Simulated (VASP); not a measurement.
Method: PBE GGA, VASP's PBE PAW potentials (set 64) (plane waves; VASP).

A VASP calculation is set up with these files.

### INCAR
```
# general
SYSTEM   =  LiTc
PREC     =  Accurate
ENCUT    =  400
LREAL    =  F
LASPH    =  T

# electronic loop
EDIFF    =  1E-6
NELM     =  100
ALGO     =  Normal
LMAXMIX  =  4

# smearing
ISMEAR   =  -1
SIGMA    =  0.05

# functional
GGA      =  PE

# ions
ISIF     =  2

# output
LWAVE    =  F
LCHARG   =  F
```

KPOINTS:
```
Automatic mesh
0
Gamma
8 8 6
0 0 0
```

**POSCAR**
```
LiTc
1
    2.6797600000     0.0000000000     0.0000000000
    0.0000000000     2.6797600000     0.0000000000
    0.0000000000     0.0000000000     3.5124000000
Li Tc
1 1
Direct
  0.5147910000   0.4964310000   0.5079830000
 -0.0147910000   0.0035690000  -0.0079830000
```

POTCAR, in this order: Li_sv Tc_pv (PBE.64 set). Program: vasp_std.

Output

**OSZICAR**
```
       N       E                     dE             d eps       ncg     rms          rms(c)
DAV:   1     0.120007403199E+03    0.12001E+03   -0.81863E+03  5052   0.115E+03
DAV:   2    -0.665212011415E+01   -0.12666E+03   -0.12194E+03  5188   0.316E+02
DAV:   3    -0.121799428064E+02   -0.55278E+01   -0.54610E+01  8720   0.590E+01
DAV:   4    -0.122422438031E+02   -0.62301E-01   -0.62232E-01  5364   0.585E+00
DAV:   5    -0.122430600764E+02   -0.81627E-03   -0.81620E-03  6896   0.489E-01    0.144E+01
DAV:   6    -0.111161469334E+02    0.11269E+01   -0.37604E+00  4892   0.203E+01    0.168E+00
DAV:   7    -0.111029336944E+02    0.13213E-01   -0.68437E-02  4980   0.265E+00    0.136E+00
DAV:   8    -0.110966917870E+02    0.62419E-02   -0.11781E-02  6240   0.856E-01    0.112E-01
DAV:   9    -0.110965705843E+02    0.12120E-03   -0.86361E-04  5936   0.223E-01    0.563E-02
DAV:  10    -0.110965836315E+02   -0.13047E-04   -0.55355E-05  6040   0.715E-02    0.237E-02
DAV:  11    -0.110965781617E+02    0.54698E-05   -0.66525E-06  7240   0.236E-02    0.402E-03
DAV:  12    -0.110965772104E+02    0.95134E-06   -0.30080E-07  2944   0.672E-03
   1 F= -.11096577E+02 E0= -.11090470E+02  d E =-.122151E-01
```

OUTCAR:
```
------------------------ aborting loop because EDIFF is reached ----------------------------------------
  FORCE on cell =-STRESS in cart. coord.  units (eV):
  Direction    XX          YY          ZZ          XY          YZ          ZX
  --------------------------------------------------------------------------------------
  Total       -1.6426889     -1.5763400      1.4082244     -0.0074789     -0.0117214      0.0482556
  in kB     -104.3446360   -100.1301137     89.4513061     -0.4750624     -0.7445517      3.0652236
  external PRESSURE =     -38.3411478 kB  Pullay stress =       0.0000000 kB
  volume of cell :       25.22
      direct lattice vectors                 reciprocal lattice vectors
     2.679760000  0.000000000  0.000000000     0.373167746  0.000000000  0.000000000
     0.000000000  2.679760000  0.000000000     0.000000000  0.373167746  0.000000000
     0.000000000  0.000000000  3.512400000     0.000000000  0.000000000  0.284705614
 POSITION                                       TOTAL-FORCE (eV/Angst)
 -----------------------------------------------------------------------------------
      1.37952      1.33032      1.78424        -0.356661      0.086814     -0.479260
      2.64012      0.00956      3.48436         0.356661     -0.086814      0.479260
 -----------------------------------------------------------------------------------
    total drift:                                0.000083     -0.000477      0.000839
  FREE ENERGIE OF THE ION-ELECTRON SYSTEM (eV)
  ---------------------------------------------------
  free  energy   TOTEN  =       -11.0965772104 eV

  energy  without entropy=      -11.0843621190  energy(sigma->0) =      -11.09046966
```
(Selected blocks of OUTCAR.)

At this cut-off the stress carries a Pulay error, which pulls relaxed volumes low.

The structure was generated: LiTc was put into an ordered model structure, which need not be its known phase. The cell was not relaxed at this level, atoms are displaced from their ideal sites.
